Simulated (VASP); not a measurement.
A run of VASP 6.6.1:

File POSCAR:

```
NaTl2Sb6Mo
1.0
    0.0000000000      5.0368116400      5.0368116400
    5.0368116400      0.0000000000      5.0368116400
    5.0368116400      5.0368116400      0.0000000000
Tl Sb Na Mo
2 6 1 1
Direct
    0.2500000000      0.2500000000      0.2500000000
    0.7500000000      0.7500000000      0.7500000000
    0.7650000000      0.2350000000      0.2350000000
    0.2350000000      0.7650000000      0.2350000000
    0.2350000000      0.7650000000      0.7650000000
    0.7650000000      0.2350000000      0.7650000000
    0.2350000000      0.2350000000      0.7650000000
    0.7650000000      0.7650000000      0.2350000000
    0.5000000000      0.5000000000      0.5000000000
    0.0000000000      0.0000000000      0.0000000000
```

The input INCAR.step1:

```
  ALGO = Normal
  EDIFF = 1E-4
  ENCUT = 520
  GGA = PE
  ISMEAR = -5
  LASPH = True
  LCHARG = False
  LMAXMIX = 4
  LREAL = False
  LWAVE = True
  NBANDS = 50
  NELM = 100
  PREC = Accurate
  SIGMA = 0.1
```

INCAR.step2

```
  ALGO = Normal
  EDIFF = 1E-6
  ENCUT = 520
  ISIF = 2
  ISMEAR = -5
  ISTART = 1
  LASPH = True
  LCHARG = False
  LMAXMIX = 4
  LMIXTAU = True
  LORBIT = 11
  LREAL = False
  LWAVE = False
  METAGGA = R2SCAN
  NBANDS = 50
  NELM = 100
  PREC = Accurate
  SIGMA = 0.1
```

The input KPOINTS:

```
k-points
0
Gamma
  5 5 5
```

Potentials or basis: VASP PAW PBE potentials, release 64 (Tl_d, Sb, Na_pv, Mo_sv).

Command:

```sh
$ cat potpaw_PBE.64/Tl_d/POTCAR potpaw_PBE.64/Sb/POTCAR potpaw_PBE.64/Na_pv/POTCAR potpaw_PBE.64/Mo_sv/POTCAR > POTCAR
$ cp INCAR.step1 INCAR
$ mpirun -np 1 vasp_std > vasp.out
$ cp INCAR.step2 INCAR
$ mpirun -np 1 vasp_std > vasp.out
```

Hardware: 1 thread of Intel(R) Xeon(R) Platinum 8488C (Sapphire Rapids), on a shared host.

How long does it take, and how much memory?

Wall time 9.4 min on 1 thread of Intel(R) Xeon(R) Platinum 8488C (Sapphire Rapids) (shared host), peak memory 0.48 GiB. Counts: scf iterations 12, k points 10.
